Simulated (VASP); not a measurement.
All values below come from vdW-DF2, VASP's PBE PAW potentials (set 64) (plane waves; VASP).

VASP ran on this input.

POSCAR:
```
AuAl2
3.1019690
  0.0000000000   1.0000000316   1.0000000316
  1.0000000316   0.0000000000   1.0000000316
  1.0000000316   1.0000000316   0.0000000000
Al Au
2 1
direct
  0.2500000000   0.2500000000   0.2500000000
  0.7500000000   0.7500000000   0.7500000000
  0.0000000000   0.0000000000   0.0000000000
```

**KPOINTS**
```
k-points along high-symmetry lines
15
Line-mode
Reciprocal
  0.000000   0.000000   0.000000 ! GAMMA
  0.500000   0.000000   0.500000 ! X

  0.500000   0.000000   0.500000 ! X
  0.625000   0.250000   0.625000 ! U

  0.375000   0.375000   0.750000 ! K
  0.000000   0.000000   0.000000 ! GAMMA

  0.000000   0.000000   0.000000 ! GAMMA
  0.500000   0.500000   0.500000 ! L

  0.500000   0.500000   0.500000 ! L
  0.500000   0.250000   0.750000 ! W

  0.500000   0.250000   0.750000 ! W
  0.500000   0.000000   0.500000 ! X
```

### INCAR
```
AGGAC  =  0.0
ALGO  =  Normal
EDIFF  =  1E-7
ENCUT  =  520
GGA  =  ML
ICHARG  =  11
ISMEAR  =  0
LASPH  =  .TRUE.
LCHARG  =  .FALSE.
LMAXMIX  =  6
LORBIT  =  11
LREAL  =  .FALSE.
LUSE_VDW  =  .TRUE.
LWAVE  =  .FALSE.
NELM  =  100
PREC  =  Accurate
SIGMA  =  0.05
SYSTEM  =  AuAl2
ZAB_VDW  =  -1.8867
```

POTCAR, in this order: Al Au (PBE.64 set). Program: vasp_std. Read from the step before: CHGCAR.

The resulting files:

OSZICAR:
```
       N       E                     dE             d eps       ncg     rms          rms(c)
DAV:   1     0.714611074716E+02    0.71461E+02   -0.69666E+03  2176   0.115E+03
DAV:   2    -0.226768187865E+01   -0.73729E+02   -0.67815E+02  2480   0.202E+02
DAV:   3    -0.425950976752E+01   -0.19918E+01   -0.19635E+01  2788   0.329E+01
DAV:   4    -0.428088218049E+01   -0.21372E-01   -0.21358E-01  2668   0.381E+00
DAV:   5    -0.428127979614E+01   -0.39762E-03   -0.39760E-03  2732   0.548E-01
DAV:   6    -0.428129246898E+01   -0.12673E-04   -0.12674E-04  2816   0.916E-02
DAV:   7    -0.428129288376E+01   -0.41477E-06   -0.41474E-06  2640   0.163E-02
DAV:   8    -0.428129290188E+01   -0.18125E-07   -0.17186E-07  2460   0.306E-03
   1 F= -.42812929E+01 E0= -.42800686E+01  d E =-.244855E-02
```

**OUTCAR**
```
 val. band max:        7.5094351624   @ k =   0.1071   0.1071   0.1071

 cond. band min:       7.5122379892   @ k =   0.5000   0.0357   0.5357



 k-point     1 :       0.0000    0.0000    0.0000
  band No.  band energies     occupation
      1      -2.9734      2.00000
      2       0.8043      2.00000
      3       0.8043      2.00000
      4       0.8043      2.00000
      5       1.6551      2.00000
      6       1.6551      2.00000
      7       8.0309      0.00000
      8       9.8911      0.00000
      9       9.8911      0.00000
     10       9.8911      0.00000
     11      10.3106      0.00000
     12      10.3106      0.00000

 k-point     2 :       0.0357    0.0000    0.0357
  band No.  band energies     occupation
      1      -2.9528      2.00000
      2       0.7940      2.00000
      3       0.8104      2.00000
      4       0.8104      2.00000
      5       1.6500      2.00000
      6       1.6581      2.00000
      7       8.0093      0.00000
      8       9.4854      0.00000
      9       9.4854      0.00000
     10       9.7202      0.00000
     11      10.3741      0.00000
     12      10.7357      0.00000

 k-point     3 :       0.0714    0.0000    0.0714
  band No.  band energies     occupation
      1      -2.8908      2.00000
      2       0.7638      2.00000
      3       0.8286      2.00000
      4       0.8286      2.00000
      5       1.6349      2.00000
      6       1.6667      2.00000
      7       7.9514      0.00000
      8       8.9465      0.00000
      9       8.9465      0.00000
     10       9.2819      0.00000
     11      10.5562      0.00000
     12      11.3288      0.00000

 k-point     4 :       0.1071    0.0000    0.1071
  band No.  band energies     occupation
      1      -2.7879      2.00000
      2       0.7157      2.00000
      3       0.8586      2.00000
      4       0.8586      2.00000
      5       1.6102      2.00000
      6       1.6808      2.00000
      7       7.8729      0.00000
...
```

The density is held fixed in this step, so its total energy and stress have no physical meaning. Unless said otherwise, spin-orbit coupling is left out, though it shifts the bands of the heavy elements here.

The compound is AuAl2 in the fluorite structure. It was relaxed first, which changed the volume by +11 %. The electron count is odd and the run is not spin-polarised, which forces a metal.
